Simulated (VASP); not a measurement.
**GaCo: magnetic orders**

Is GaCo a ferromagnet or an antiferromagnet at this level? The start is a cell from a database of measured crystal structures.

Program: VASP 6.6.1. Level of theory: SCAN, spin-polarised from a ferromagnetic start; plane waves and PAW (Ga, Co), in the first sound run; inputs show where later runs differ. Results are calculated unless marked as measured.

This is a report of a sequence of runs, with most program output left out.

## 1. The structure

The structure is cubic, space group Pm-3m (No. 221). The conventional cell has a = 2.878 Å, b = 2.878 Å, c = 2.878 Å, α = 90.00°, β = 90.00°, γ = 90.00°. Nearest to Ga lie 8 Co at 2.49 Å. Nearest to Co lie 8 Ga at 2.49 Å. Farther neighbours are not listed.

As a file:

```
Ga Co
1.0
     5.75600    0.00000    0.00000
     0.00000    5.75600    0.00000
     0.00000    0.00000    5.75600
Ga Co
8 8
Direct
  0.25000 0.25000 0.25000
  0.25000 0.25000 0.75000
  0.25000 0.75000 0.25000
  0.25000 0.75000 0.75000
  0.75000 0.25000 0.25000
  0.75000 0.25000 0.75000
  0.75000 0.75000 0.25000
  0.75000 0.75000 0.75000
  0.00000 0.00000 0.00000
  0.00000 0.00000 0.50000
  0.00000 0.50000 0.00000
  0.00000 0.50000 0.50000
  0.50000 0.00000 0.00000
  0.50000 0.00000 0.50000
  0.50000 0.50000 0.00000
  0.50000 0.50000 0.50000
```

## 2. Relax in the ferromagnetic state

All later runs share one geometry, relaxed here from a start with parallel moments; where they turned over, the text says so.

File INCAR:

```
SYSTEM = GaCo
PREC = Accurate
ENCUT = 350
EDIFF = 1E-05
NELM = 120
ISMEAR = 1
SIGMA = 0.05
LREAL = .FALSE.
ALGO = Normal
METAGGA = SCAN
LASPH = .TRUE.
NBANDS = 82
ISPIN = 2
MAGMOM = 0 0 0 0 0 0 0 0 2 2 2 2 2 2 2 2
LMAXMIX = 4
LORBIT = 11
LWAVE = .FALSE.
LCHARG = .FALSE.
KPAR = 2
IBRION = 2
NSW = 30
ISIF = 3
EDIFFG = -0.02
POTIM = 0.4
```

File POSCAR:

```
GaCo
1.0
    5.7560000000      0.0000000000      0.0000000000
    0.0000000000      5.7560000000      0.0000000000
    0.0000000000      0.0000000000      5.7560000000
Ga Co
8 8
Direct
    0.2500000000      0.2500000000      0.2500000000
    0.2500000000      0.2500000000      0.7500000000
    0.2500000000      0.7500000000      0.2500000000
    0.2500000000      0.7500000000      0.7500000000
    0.7500000000      0.2500000000      0.2500000000
    0.7500000000      0.2500000000      0.7500000000
    0.7500000000      0.7500000000      0.2500000000
    0.7500000000      0.7500000000      0.7500000000
    0.0000000000      0.0000000000      0.0000000000
    0.0000000000      0.0000000000      0.5000000000
    0.0000000000      0.5000000000      0.0000000000
    0.0000000000      0.5000000000      0.5000000000
    0.5000000000      0.0000000000      0.0000000000
    0.5000000000      0.0000000000      0.5000000000
    0.5000000000      0.5000000000      0.0000000000
    0.5000000000      0.5000000000      0.5000000000
```

File KPOINTS:

```
Automatic mesh
0
Gamma
3 3 3
0 0 0
```

Potentials, in the order of the species: Ga and Co (PBE family, release 64).

Command:

```console
> mpirun -np 2 vasp_std
```

The job ended after 6.9 min (2 MPI ranks of AMD EPYC 9R45, shared host; peak memory 0.52 GiB).

The magnetic state follows from one typed start and may not be the lowest. The k-mesh is coarse for a metal. SCAN-type functionals tend to overstate the moments of itinerant magnets. The PAW data sets were made with PBE, which is usual practice but a small mismatch for other functionals. The data set Ga keeps the semicore shell frozen, which is cheaper and a little less accurate. The run keeps the 48 symmetry operations of its start, so it cannot find a distortion of lower symmetry.

Step by step:

```csv
step,energy less that of the first step (eV),largest force (eV/Å),pressure (GPa),volume (Å³)
1,0.0000,0.0000,-9.93,190.71
2,-0.2521,0.0000,7.54,174.85
3,-0.3626,0.0000,0.63,180.04
4,-0.3615,0.0000,-0.08,180.63
```

| cell as run | before | after | change |
| --- | --- | --- | --- |
| a (Å) | 5.756 | 5.653 | -1.8 % |
| b (Å) | 5.756 | 5.653 | -1.8 % |
| c (Å) | 5.756 | 5.653 | -1.8 % |
| volume (Å³/atom) | 11.92 | 11.29 | -5.3 % |

Final coordinates:

```
Ga Co
1.0
     5.65278    0.00000    0.00000
     0.00000    5.65278    0.00000
     0.00000    0.00000    5.65278
Ga Co
8 8
Direct
  0.25000 0.25000 0.25000
  0.25000 0.25000 0.75000
  0.25000 0.75000 0.25000
  0.25000 0.75000 0.75000
  0.75000 0.25000 0.25000
  0.75000 0.25000 0.75000
  0.75000 0.75000 0.25000
  0.75000 0.75000 0.75000
  0.00000 0.00000 0.00000
  0.00000 0.00000 0.50000
  0.00000 0.50000 0.00000
  0.00000 0.50000 0.50000
  0.50000 0.00000 0.00000
  0.50000 0.00000 0.50000
  0.50000 0.50000 0.00000
  0.50000 0.50000 0.50000
```

This step gave:

| Property | Result |
| --- | --- |
| electronic cycles | 54 |
| electrons | 96 |
| free energy (TOTEN) | -272.7827 eV |
| energy at zero smearing | -272.7810 eV |
| Fermi energy | 7.751 eV |
| moment of the cell, from the last line of the log | 2 μB |
| labelled metallic, from the levels on this mesh | yes |

Spin moment in the PAW sphere by atom:

| atom | spin moment in the PAW sphere (μB) |
| --- | --- |
| Ga1 | -0.053 |
| Ga2 | -0.053 |
| Ga3 | -0.053 |
| Ga4 | -0.053 |
| Ga5 | -0.053 |
| Ga6 | -0.053 |
| Ga7 | -0.053 |
| Ga8 | -0.053 |
| Co9 | 0.316 |
| Co10 | 0.316 |
| Co11 | 0.316 |
| Co12 | 0.316 |
| Co13 | 0.316 |
| Co14 | 0.316 |
| Co15 | 0.316 |
| Co16 | 0.316 |

The run ended after 4 ionic steps, 0.362 eV below its first step, once forces and stress met EDIFFG = -0.02.

## 3. Magnetic order, start order fm, signs ++++++++

This step: SCAN, spin-polarised, from parallel moments; plane waves and PAW (Ga, Co) (VASP 6.6.1).

Each run starts from other signs of the moments at the same geometry and cutoff; gentle mixing helps it keep them. Any wave vector in a name is a fraction of the reciprocal vectors of the first cell as typed.

File INCAR:

```
SYSTEM = GaCo
PREC = Accurate
ENCUT = 350
EDIFF = 1E-06
NELM = 150
ISMEAR = 1
SIGMA = 0.05
LREAL = .FALSE.
ALGO = Normal
METAGGA = SCAN
LASPH = .TRUE.
NBANDS = 76
ISPIN = 2
MAGMOM = 0 0 0 0 0 0 0 0 2 2 2 2 2 2 2 2
LMAXMIX = 4
LORBIT = 11
LWAVE = .FALSE.
LCHARG = .TRUE.
KPAR = 2
AMIX = 0.2
BMIX = 1E-04
AMIX_MAG = 0.8
BMIX_MAG = 1E-04
```

POSCAR: that of step 2 with these lines changed.

```diff
@@ -2,5 +2,5 @@
 1.0
-    5.7560000000      0.0000000000      0.0000000000
-    0.0000000000      5.7560000000      0.0000000000
-    0.0000000000      0.0000000000      5.7560000000
+    5.6527840663      0.0000000000      0.0000000000
+    0.0000000000      5.6527840663      0.0000000000
+    0.0000000000      0.0000000000      5.6527840663
 Ga Co
```

KPOINTS is that of step 2.

Command:

```console
> mpirun -np 2 vasp_std
```

Wall time 2.3 min (2 MPI ranks); peak memory 0.49 GiB; 4.5 min of CPU time.

Numbers from this step:

| Item | Value |
| --- | --- |
| electronic cycles | 23 |
| free energy (TOTEN) | -272.7553 eV |
| energy at zero smearing | -272.7536 eV |
| Fermi energy | 7.752 eV |

Spin density in the ac plane at fractional y = 0.000, with atoms of Co within 0.2 Å of it.

Ten even steps from '0' (-0.01 e/Å³) to '9' (0.48 e/Å³), each cell a mean:
```
8410002684100026
3100000231000002
0000000000000000
0000000000000000
0000000000000000
2000000120000001
6200001462000014
9620004896200038
8410002684100026
4100000241000002
0000000000000000
0000000000000000
0000000000000000
2000000120000001
6200001462000014
9620004896200038
```
Columns run along a (5.7 Å), rows up along c (5.7 Å). Atoms in or near the plane, at fractional coordinates: Co at (0.00, 0.00), Co at (0.00, 0.50), Co at (0.50, 0.00), Co at (0.50, 0.50).

Valence density in the ac plane at fractional y = 0.000, with atoms of Co within 0.2 Å of it. It is the smooth field of the valence electrons, not physical close to the nuclei.

Ten even steps from '_' (0.2 e/Å³) to '@' (8.5 e/Å³), each cell a mean:
```
##--________..**##==________..++
::..__________..::..__________..
________________________________
________________________________
________________________________
________________________________
++::________..==++::________..==
@@==________::##@@++________::##
##--________..**##==________..**
::..__________..::..__________..
________________________________
________________________________
________________________________
________________________________
++::________..--==::________..--
@@++________::##@@++________::##
```
Columns run along a (5.7 Å), rows up along c (5.7 Å). Atoms in or near the plane, at fractional coordinates: Co at (0.00, 0.00), Co at (0.00, 0.50), Co at (0.50, 0.00), Co at (0.50, 0.50).

The largest moment at the end is 0.32 μB, and the moments of the cell sum to 2.00 μB.

## 4. Magnetic order, start order AFM 1, signs +--+-++-

This step: SCAN, spin-polarised, from moments of both signs; plane waves and PAW (Ga, Co) (VASP 6.6.1).

INCAR: that of step 3 with these lines changed.

```diff
@@ -13,3 +13,3 @@
 ISPIN = 2
-MAGMOM = 0 0 0 0 0 0 0 0 2 2 2 2 2 2 2 2
+MAGMOM = 0 0 0 0 0 0 0 0 2 -2 -2 2 -2 2 2 -2
 LMAXMIX = 4
```

POSCAR is that of step 3.

KPOINTS is that of step 3.

Command:

```console
> mpirun -np 2 vasp_std
```

Run time: 3.2 min. Hardware: 2 MPI ranks; peak memory 0.48 GiB; 5.8 min of CPU time.

This step gave:

| Item | Value |
| --- | --- |
| electronic cycles | 25 |
| free energy (TOTEN) | -272.5460 eV |
| energy at zero smearing | -272.5449 eV |
| Fermi energy | 8.071 eV |

Spin moment in the PAW sphere by atom:

```csv
atom,spin moment in the PAW sphere (μB)
Ga1,0.000
Ga2,0.000
Ga3,0.000
Ga4,0.000
Ga5,0.000
Ga6,0.000
Ga7,0.000
Ga8,0.000
Co9,0.198
Co10,-0.198
Co11,-0.198
Co12,0.198
Co13,-0.198
Co14,0.198
Co15,0.198
Co16,-0.198
```

Spin density in the ac plane at fractional y = 0.000, with atoms of Co within 0.2 Å of it.

Ten even steps from '_' (-0.24 e/Å³) to '@' (0.24 e/Å³), each cell a mean:
```
@@##++++====--..__::======++**%%
**++++++======----========++++**
++++++======================++++
================================
============++++++++============
--========++++++++++++==========
..--======++++##%%**++++======::
__..--====++**@@@@%%++++====--__
__::======++**%%@@##++++====--..
::========++++****++++++======--
============++++++++++==========
================================
++++========================++++
**++++==========--========++++++
%%**++++======::..--======++++##
@@%%**++====::____..--====++**@@
```
Columns run along a (5.7 Å), rows up along c (5.7 Å). Atoms in or near the plane, at fractional coordinates: Co at (0.00, 0.00), Co at (0.00, 0.50), Co at (0.50, 0.00), Co at (0.50, 0.50).

Valence density in the ac plane at fractional y = 0.000, with atoms of Co within 0.2 Å of it. It is the smooth field of the valence electrons, not physical close to the nuclei.

Ten even steps from '0' (0.2 e/Å³) to '9' (8.5 e/Å³), each cell a mean:
```
7300001674000015
2100000121000001
0000000000000000
0000000000000000
0000000000000000
0000000000000000
5200001452000014
9400002795000027
7300001674000016
2100000121000001
0000000000000000
0000000000000000
0000000000000000
0000000000000000
5200001342000013
9500002795000027
```
Columns run along a (5.7 Å), rows up along c (5.7 Å). Atoms in or near the plane, at fractional coordinates: Co at (0.00, 0.00), Co at (0.00, 0.50), Co at (0.50, 0.00), Co at (0.50, 0.50).

The largest moment at the end is 0.20 μB, and the moments of the cell sum to 0.00 μB.

## 5. Magnetic order, start order AFM 2, signs ++----++

INCAR: that of step 4 with these lines changed.

```diff
@@ -13,3 +13,3 @@
 ISPIN = 2
-MAGMOM = 0 0 0 0 0 0 0 0 2 -2 -2 2 -2 2 2 -2
+MAGMOM = 0 0 0 0 0 0 0 0 2 2 -2 -2 -2 -2 2 2
 LMAXMIX = 4
@@ -17,3 +17,3 @@
 LWAVE = .FALSE.
-LCHARG = .TRUE.
+LCHARG = .FALSE.
 KPAR = 2
```

POSCAR is that of step 4.

KPOINTS is that of step 4.

Command:

```console
> mpirun -np 2 vasp_std
```

The job ended after 3.7 min (2 MPI ranks; peak memory 0.52 GiB).

The largest moment at the end is 0.73 μB, and the moments of the cell sum to 0.00 μB.

## 6. Magnetic order, start order AFM 3, signs ++++----

INCAR: that of step 5 with these lines changed.

```diff
@@ -13,3 +13,3 @@
 ISPIN = 2
-MAGMOM = 0 0 0 0 0 0 0 0 2 2 -2 -2 -2 -2 2 2
+MAGMOM = 0 0 0 0 0 0 0 0 2 2 2 2 -2 -2 -2 -2
 LMAXMIX = 4
```

POSCAR is that of step 5.

KPOINTS is that of step 5.

Command:

```console
> mpirun -np 2 vasp_std
```

Run time: 3.2 min. Hardware: 2 MPI ranks; peak memory 0.52 GiB; 6 min of CPU time.

Spin moment in the PAW sphere by atom:

```csv
atom,spin moment in the PAW sphere (μB)
Ga1,0.000
Ga2,0.000
Ga3,0.000
Ga4,0.000
Ga5,0.000
Ga6,0.000
Ga7,0.000
Ga8,0.000
Co9,0.616
Co10,0.616
Co11,0.616
Co12,0.616
Co13,-0.616
Co14,-0.616
Co15,-0.616
Co16,-0.616
```

The largest moment at the end is 0.62 μB, and the moments of the cell sum to 0.00 μB.

## 7. Magnetic order, start order AFM 4, signs +++----+

INCAR: that of step 6 with these lines changed.

```diff
@@ -13,3 +13,3 @@
 ISPIN = 2
-MAGMOM = 0 0 0 0 0 0 0 0 2 2 2 2 -2 -2 -2 -2
+MAGMOM = 0 0 0 0 0 0 0 0 2 2 2 -2 -2 -2 -2 2
 LMAXMIX = 4
```

POSCAR is that of step 6.

KPOINTS is that of step 6.

Command:

```console
> mpirun -np 2 vasp_std
```

Run time: 5.9 min. Hardware: 2 MPI ranks; peak memory 0.53 GiB.

The largest moment at the end is 0.62 μB, and the moments of the cell sum to 0.00 μB.

## 8. Side by side

Times are for 2 MPI ranks of AMD EPYC 9R45, shared host. The series side by side:

```csv
no.,start order,energy at zero smearing less the lowest (eV),"moment of the cell, from the last line of the log (μB)",time,memory (GiB)
1,fm,0.2105,2,2.3 min,0.49
2,afm 1,0.4191,0,3.2 min,0.48
3,afm 2,0.09960,0,3.7 min,0.52
4,afm 3,0,0,3.2 min,0.52
5,afm 4,6.82e-6,0,5.9 min,0.53
```

## 9. No spin polarisation

This step: SCAN, no spin polarisation; plane waves and PAW (Ga, Co) (VASP 6.6.1).

A run without spin shows what magnetism as such gains.

INCAR: that of step 7 with these lines changed.

```diff
@@ -11,6 +11,3 @@
 LASPH = .TRUE.
-NBANDS = 76
-ISPIN = 2
-MAGMOM = 0 0 0 0 0 0 0 0 2 2 2 -2 -2 -2 -2 2
-LMAXMIX = 4
+NBANDS = 64
 LORBIT = 11
```

POSCAR is that of step 7.

KPOINTS is that of step 7.

Command:

```console
> mpirun -np 2 vasp_std
```

Elapsed: 75 s, on 2 MPI ranks; peak memory 0.4 GiB; 2.4 min of CPU time.

This run has no spin polarisation, so a moment on Co, if there is one, isn't seen.

This step gave:

- electronic cycles: 21
- free energy (TOTEN): -272.5428 eV
- energy at zero smearing: -272.5418 eV
- Fermi energy: 8.079 eV

Energy at zero smearing: -272.54181 eV.

## 10. Summary

This step: collinear magnetic orders, SCAN; plane waves and PAW (VASP 6.6.1).

This step runs nothing: it gathers the runs above.

Numbers from this step:

- mean moment in the lowest run: 0.616 μB

Orders, by row:

```
order     signs  energy above the lowest (meV/magnetic atom)  total moment (μB)  mean moment on carriers (μB)  gap on the mesh (eV)  signs at the end, of the atoms given a moment
   fm  ++++++++                                        26.31                  2                         0.316                     0                                       ++++++++
afm 1  +--+-++-                                        52.39                  0                         0.198                     0                                       +--+-++-
afm 2  ++----++                                        12.45                  0                         0.726                     0                                       ++----++
afm 3  ++++----                                            0                  0                         0.616                     0                                       ++++----
afm 4  +++----+                                            0                  0                         0.616                     0                                       ++++----
   nm                                                  52.78                  0                             0                     0                                              -
```

## 11. Results

- mean moment in the lowest run: 0.616 μB

The lowest run started as afm 3 and holds 0.62 μB on average over the atoms that were given a moment; the next state, from afm 2, lies 12.4 meV a magnetic atom higher. The starts afm 3 and afm 4 ended within 0.5 meV of each other, with moments of like size, so they probably reached one state. The runs hold very different moments, so the differences mix spin states with orders. It ends with the signs ++++---- and a net moment of 0.00 μB a cell: opposed moments that cancel. The start afm 4 ended with other signs than typed, or lost moments. The cell was not relaxed for each state; the pressures of the magnetic ones run from 0.0 to 2.6 GPa, which can move the order. On this k mesh the moments and energy differences of a metal are not converged, and no denser mesh was tried, so the order found is tentative. No other collinear orders were tried, and their comparison leaves spin-orbit coupling out.

[Lines on the potential files, build, host, timing and source positions are cut from VASP's logs without a mark.]

[Logs are printed without paths, hosts, clocks, repeated set-up lines and the standing remarks that a program may print on its own settings, such as how far it seeks lower states.]

[Hosts, paths, dates, database ids (printed as entryN), source tags and the programs' standing remarks are cut or masked in the printed files.]

[In band tables of VASP the shares of atoms and orbitals are scaled to a sum of 1 inside the atoms' spheres.]

[Runs that stopped without an error message from VASP are left out.]
